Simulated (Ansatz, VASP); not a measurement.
**Sb (antimonene 5 layers, AA'): VASP beside Ansatz**

Aim: how closely do two programs agree when they are given the same cell, functional and k mesh? The cell is taken from a series of runs on this material, whose earlier steps may have relaxed, scaled, displaced or heated it; both programs get it as it stands.

Method: plane waves, with VASP 6.6.1 beside it; single point at PBE with D3(BJ), in Ansatz 0.2.0.

**1. Starting point**

The cell holds 10 atoms: 10 Sb. Cell: a = 4.066 Å, b = 4.066 Å, c = 42.315 Å, α = 90.0°, β = 90.0°, γ = 120.0°. Vacuum lies along c.

Coordinates:

```xyz
10
Lattice="4.0663 0.0000 0.0000 -2.0331 3.5215 0.0000 0.0000 0.0000 42.3150" Properties=species:S:1:pos:R:3
Sb    2.0331    1.1738    9.0000
Sb    0.0000    2.3477   10.6525
Sb    0.0000    2.3477   14.6740
Sb    2.0331    1.1738   16.3273
Sb    2.0331    1.1738   20.3308
Sb    0.0000    2.3477   21.9842
Sb    0.0000    2.3477   25.9877
Sb    2.0331    1.1738   27.6410
Sb    2.0331    1.1738   31.6626
Sb    0.0000    2.3477   33.3150
```

**2. VASP: single point, PBE with D3(BJ)**

With cell and atoms fixed, the geometry can't cause a difference; cores, projectors, grids and the points listed under the comparison can.

Lines of VASP's logs that name or quote its potential files are left out, and so is its time.

File INCAR:

```
SYSTEM = Sb
PREC = Accurate
ENCUT = 400
EDIFF = 1E-06
NELM = 120
ISMEAR = -1
SIGMA = 0.02585
LREAL = .FALSE.
ALGO = Normal
GGA = PE
IVDW = 12
NBANDS = 35
LORBIT = 11
LWAVE = .FALSE.
LCHARG = .FALSE.
ISIF = 2
LDIPOL = .TRUE.
IDIPOL = 3
DIPOL = 0.5 0.5 0.5
LVHAR = .TRUE.
LASPH = .TRUE.
GGA_COMPAT = .FALSE.
EFERMI = MIDGAP
NELMDL = -8
KPAR = 2
```

File POSCAR:

```
Sb
1.0
    4.0662595464      0.0000000000      0.0000000000
   -2.0331297732      3.5214840656      0.0000000000
    0.0000000000      0.0000000000     42.3150141785
Sb
10
Direct
    0.6666666666      0.3333333332      0.2126904640
    0.3333333332      0.6666666666      0.2517418698
    0.3333333332      0.6666666666      0.3467797592
    0.6666666666      0.3333333332      0.3858520660
    0.6666666666      0.3333333332      0.4804641568
    0.3333333332      0.6666666666      0.5195358432
    0.3333333332      0.6666666666      0.6141479340
    0.6666666666      0.3333333332      0.6532202408
    0.6666666666      0.3333333332      0.7482581302
    0.3333333332      0.6666666666      0.7873095360
```

File KPOINTS:

```
Automatic mesh
0
Gamma
12 12 1
0 0 0
```

The projector-augmented-wave data sets are Sb (PBE family, release 64).

The run is started by

```bash
mpirun -np 2 vasp_std
```

Numbers of over 12 decimals in the logs are rounded to 6 here.

Log:

```text
[banner, memory and clock lines left out]
running    2 mpi-ranks, on    1 nodes
 distrk:  each k-point on    1 cores,    2 groups
 distr:  one band on    1 cores,    1 groups

 POSCAR found type information on POSCAR Sb
 POSCAR found :  1 types and      10 ions
 LDA part: xc-table for (Slater+PW92), standard interpolation
 POSCAR, INCAR and KPOINTS ok, starting setup
 FFT: planning ... GRIDC
 FFT: planning ... GRID_SOFT
 FFT: planning ... GRID
 WAVECAR not read
 entering main loop
       N       E                     dE             d eps       ncg     rms          rms(c)
DAV:   1     0.247396387561E+03    0.24740E+03   -0.13195E+04  1330   0.844E+02
DAV:   2    -0.143900839515E+02   -0.26179E+03   -0.25232E+03  1787   0.159E+02
DAV:   3    -0.396378355839E+02   -0.25248E+02   -0.24733E+02  1531   0.536E+01
DAV:   4    -0.405654620619E+02   -0.92763E+00   -0.92233E+00  1881   0.115E+01
DAV:   5    -0.406011569886E+02   -0.35695E-01   -0.35669E-01  1897   0.254E+00
DAV:   6    -0.406021892399E+02   -0.10323E-02   -0.10319E-02  1980   0.384E-01
DAV:   7    -0.406022195798E+02   -0.30340E-04   -0.30336E-04  1881   0.656E-02
DAV:   8    -0.406022205166E+02   -0.93676E-06   -0.93663E-06  1652   0.901E-03    0.673E+00
DAV:   9    -0.404640434818E+02    0.13818E+00   -0.73865E-02  1534   0.953E-01    0.416E+00
DAV:  10    -0.403840450889E+02    0.79998E-01   -0.18859E-01  1503   0.156E+00    0.219E-01
DAV:  11    -0.403882862996E+02   -0.42412E-02   -0.11718E-02  1590   0.400E-01    0.917E-02
DAV:  12    -0.403889495752E+02   -0.66328E-03   -0.12572E-03  1777   0.144E-01    0.388E-02
DAV:  13    -0.403890969445E+02   -0.14737E-03   -0.21605E-04  1574   0.511E-02    0.201E-02
DAV:  14    -0.403891445539E+02   -0.47609E-04   -0.31082E-05  1657   0.201E-02    0.102E-02
DAV:  15    -0.403892340081E+02   -0.89454E-04   -0.55395E-05  1488   0.257E-02    0.647E-03
DAV:  16    -0.403892564269E+02   -0.22419E-04   -0.45809E-06  1697   0.726E-03    0.377E-03
DAV:  17    -0.403893252742E+02   -0.68847E-04   -0.11827E-05  1423   0.102E-02    0.243E-03
DAV:  18    -0.403893476148E+02   -0.22341E-04   -0.31290E-06  1389   0.510E-03    0.972E-04
DAV:  19    -0.403893593840E+02   -0.11769E-04   -0.97774E-07  1095   0.262E-03    0.837E-04
DAV:  20    -0.403893646090E+02   -0.52249E-05   -0.55405E-07  1106   0.176E-03    0.684E-04
DAV:  21    -0.403893675762E+02   -0.29672E-05   -0.45745E-08   920   0.734E-04    0.264E-04
DAV:  22    -0.403893709637E+02   -0.33875E-05   -0.20067E-07  1020   0.784E-04    0.261E-04
DAV:  23    -0.403893718923E+02   -0.92866E-06   -0.19409E-08   887   0.372E-04
   1 F= -.43550881E+02 E0= -.43550853E+02  d E =-.556547E-04
```

OUTCAR, selected parts (step 2):

```text
ion  position               nearest neighbor table
   1  0.667  0.333  0.213-   2 2.87   2 2.87   2 2.87
   2  0.333  0.667  0.252-   1 2.87   1 2.87   1 2.87
   3  0.333  0.667  0.347-   4 2.87   4 2.87   4 2.87
   4  0.667  0.333  0.386-   3 2.87   3 2.87   3 2.87
   5  0.667  0.333  0.480-   6 2.87   6 2.87   6 2.87
   6  0.333  0.667  0.520-   5 2.87   5 2.87   5 2.87
   7  0.333  0.667  0.614-   8 2.87   8 2.87   8 2.87
   8  0.667  0.333  0.653-   7 2.87   7 2.87   7 2.87
   9  0.667  0.333  0.748-  10 2.87  10 2.87  10 2.87
  10  0.333  0.667  0.787-   9 2.87   9 2.87   9 2.87

  LATTYP: Found a hexagonal cell.
 ALAT       =     4.0662595464
 C/A-ratio  =    10.4063731534

 Subroutine GETGRP returns: Found 12 space group operations
 (whereof 12 operations were pure point group operations)

The static configuration has the point symmetry D_3d.

 Found     19 irreducible k-points:

   k-points           NKPTS =     19   k-points in BZ     NKDIM =     19   number of bands    NBANDS=     35

   dimension x,y,z NGX =    28 NGY =   28 NGZ =  280
   dimension x,y,z NGXF=    56 NGYF=   56 NGZF=  560

   ENCUT  =  400.0 eV  29.40 Ry    5.42 a.u.   6.63  6.63 69.01*2*pi/ulx,y,z

   NELECT =      50.0000    total number of electrons

 k-points in reciprocal lattice and weights: Automatic mesh
   0.00000000  0.00000000  0.00000000       0.007
   0.08333333  0.00000000  0.00000000       0.042
   0.16666667  0.00000000  0.00000000       0.042
   0.25000000  0.00000000  0.00000000       0.042
   0.33333333  0.00000000  0.00000000       0.042
   0.41666667  0.00000000  0.00000000       0.042
   0.50000000  0.00000000  0.00000000       0.021
   0.08333333  0.08333333  0.00000000       0.042
   0.16666667  0.08333333  0.00000000       0.083
[...]
0.33333333  0.25000000  0.00000000       0.083
   0.33333333  0.33333333  0.00000000       0.014

 dipolmoment           0.000000      0.000000      0.000000 electrons x Angstroem

 average (electrostatic) potential at core
       1 -91.3843       2 -91.3897       3 -91.3959       4 -91.3969       5 -91.4002
       6 -91.4002       7 -91.3969       8 -91.3959       9 -91.3897      10 -91.3843

 E-fermi :   1.4966

 k-point     1 :       0.0000    0.0000    0.0000
  band No.  band energies     occupation
    ...
     21       0.9810      2.00000
     22       0.9810      2.00000
     23       0.9948      2.00000
     24       0.9948      2.00000
     25       1.2563      1.99982
     26       2.3646      0.00000
     27       2.5979      0.00000
     28       2.8090      0.00000
     29       2.9467      0.00000
     30       3.0210      0.00000
    ...

 k-point     2 :       0.0833    0.0000    0.0000
  band No.  band energies     occupation
    ...
     21       0.7752      2.00000
     22       0.8017      2.00000
     23       0.8155      2.00000
     24       0.8315      2.00000
     25       1.3060      1.99875
     26       2.8896      0.00000
     27       3.0440      0.00000
     28       3.1934      0.00000
     29       3.3028      0.00000
     30       3.3722      0.00000
    ...

 k-point     3 :       0.1667    0.0000    0.0000
  band No.  band energies     occupation
    ...
     21       0.3795      2.00000
     22       0.4059      2.00000
     23       0.4197      2.00000
     24       0.8427      2.00000
     25       1.2753      1.99962
     26       2.4931      0.00000
     27       2.6024      0.00000
     28       2.7325      0.00000
     29       2.8654      0.00000
     30       2.9813      0.00000
    ...

 Edisp (eV)   -3.16151

  Total       0.17435     0.17435     0.65824     0.00000     0.00000     0.00000
  in kB       0.46102     0.46102     1.74052     0.00000     0.00000     0.00000
  external pressure =        0.89 kB  Pullay stress =        0.00 kB

  energy-cutoff  :      400.00
  volume of cell :      605.92
      direct lattice vectors                 reciprocal lattice vectors
     4.066259546  0.000000000  0.000000000     0.245926259  0.141985592  0.000000000
    -2.033129773  3.521484066  0.000000000     0.000000000  0.283971184  0.000000000
     0.000000000  0.000000000 42.315014179     0.000000000  0.000000000  0.023632274

 POSITION                                       TOTAL-FORCE (eV/Angst)
 -----------------------------------------------------------------------------------
      2.03313      1.17383      9.00000        -0.000000     -0.000000     -0.085866
     -0.00000      2.34766     10.65246         0.000000     -0.000000      0.085250
     -0.00000      2.34766     14.67399        -0.000000      0.000000     -0.085712
      2.03313      1.17383     16.32734        -0.000000      0.000000      0.085753
      2.03313      1.17383     20.33085         0.000000     -0.000000     -0.086385
     -0.00000      2.34766     21.98417        -0.000000      0.000000      0.086385
     -0.00000      2.34766     25.98768         0.000000      0.000000     -0.085753
      2.03313      1.17383     27.64102         0.000000     -0.000000      0.085712
      2.03313      1.17383     31.66255        -0.000000      0.000000     -0.085250
     -0.00000      2.34766     33.31501         0.000000      0.000000      0.085866
 -----------------------------------------------------------------------------------
    total drift:                                0.000000      0.000001      0.000000

  FREE ENERGIE OF THE ION-ELECTRON SYSTEM (eV)
  ---------------------------------------------------
  free  energy   TOTEN  =       -43.5508811322 eV

  energy  without entropy=      -43.5508254775  energy(sigma->0) =      -43.55085330

 vacuum level on the upper side and lower side of the slab         5.712         5.712

 total charge
# of ion       s       p       d       tot
------------------------------------------
    1        1.211   1.170   0.028   2.409
    2        1.215   1.169   0.028   2.412
    3        1.215   1.169   0.028   2.412
    4        1.215   1.169   0.028   2.412
    5        1.215   1.169   0.028   2.412
    6        1.215   1.169   0.028   2.412
    7        1.215   1.169   0.028   2.412
    8        1.215   1.169   0.028   2.412
    9        1.215   1.169   0.028   2.412
   10        1.211   1.170   0.028   2.409
--------------------------------------------------
tot         12.144  11.689   0.280  24.113

[... 3 further parts left out ...]
```

The gap is read on the k-mesh alone, so it is an upper bound where the band edges lie off the mesh.

(Continued in part 2 of 2.)

[Lines on the potential files, build, host, timing and source positions are cut from VASP's logs without a mark.]

[Logs are printed without paths, hosts, clocks, repeated set-up lines and the standing remarks that a program may print on its own settings, such as how far it seeks lower states.]

[Hosts, paths, dates, database ids (printed as entryN), source tags and the programs' standing remarks are cut or masked in the printed files.]
